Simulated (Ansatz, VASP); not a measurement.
## Be2Co: VASP beside Ansatz

The input INCAR:

```
SYSTEM = Be2Co
  PREC = Accurate
  ENCUT = 520
  EDIFF = 1E-7
  ISMEAR = -1
  SIGMA = 0.05
  LREAL = .False.
  LASPH = .True.
  NELM = 150
  ALGO = Normal
  ISIF = 2
  LWAVE = .False.
  LCHARG = .False.
  ISPIN = 2
  MAGMOM = 2 0 0
  LORBIT = 11
  LMAXMIX = 4
  GGA = PE
  NBANDS = 18
```

Contents of KPOINTS:

```
Automatic mesh
0
Gamma
  12 12 12
  0 0 0
```

File POSCAR:

```
Be2Co
1.0
    0.0000000000      1.8803076990      5.2236850469
    1.3111701290      0.0000000000      5.2236850469
    1.3111701290      1.8803076990      0.0000000000
Co Be
1 2
Direct
    0.0000000000      0.0000000000      0.0000000000
    0.6639420000      0.6639420000      0.3360580000
    0.3360580000      0.3360580000      0.6639420000
```

The input input.yaml:

```yaml
crystal:
  lattice:
    - [0.0, 1.880307699, 5.2236850469]
    - [1.311170129, 0.0, 5.2236850469]
    - [1.311170129, 1.880307699, 0.0]
  atoms:
    - { symbol: Co, position: [0.0, 0.0, 0.0], spin: 2.0 }
    - { symbol: Be, position: [0.663942, 0.663942, 0.336058] }
    - { symbol: Be, position: [0.336058, 0.336058, 0.663942] }
hamiltonian:
  xc: pbe
  pseudopotentials: { kind: paw }
magnetization:
  spin_polarized: true
kpoints:
  mp_grid: { grid: [12, 12, 12] }
scf:
  occupations: { method: fermi_dirac, width: 0.05 }
output:
  forces: true
  stress: true
  eigenvalues: true
```

Change from the starting cell: volume scaled by 0.94.

Alike in both runs: task single point; functional PBE; k mesh 12 × 12 × 12; occupations fermi-dirac, width 0.05 eV; collinear spin, ferromagnetic start.

|  | VASP | Ansatz |
| --- | --- | --- |
| version | VASP 6.6.1 | Ansatz 0.2.0 |
| potentials or method | VASP PAW PBE potentials, release 64 (Co, Be) | Ansatz PAW |
| plane-wave cutoff (eV) | 520 | 420 |
| valence electrons in the cell | 13 | 21 |

|  | VASP | Ansatz | Ansatz less VASP |
| --- | --- | --- | --- |
| gap on the k mesh at the Fermi level (eV) | none | none | - |
| pressure (GPa) | 9.1 | 9.6 | +0.45 |
| largest component of the traceless stress (GPa) | 0.22 | 0.25 | +0.024 |
| rms of the force components (eV/Å) | 0.072 | 0.079 | +0.0062 |
| net moment per atom (μB) | 0.20 | 0.22 | +0.012 |
| size of the moment on the site where the two differ most (μB) | 0.63 | 0.67 | +0.043 |

Site moments also hang on the region over which each program counts them. Atom by atom the forces differ by 0.006 eV/Å (rms over components). A gap of «none» marks a metal or a gap that the smearing closes. The functional is the same, so the differences come from potentials, cutoffs and numerics. The two sets of potentials don't hold the same shells in valence.
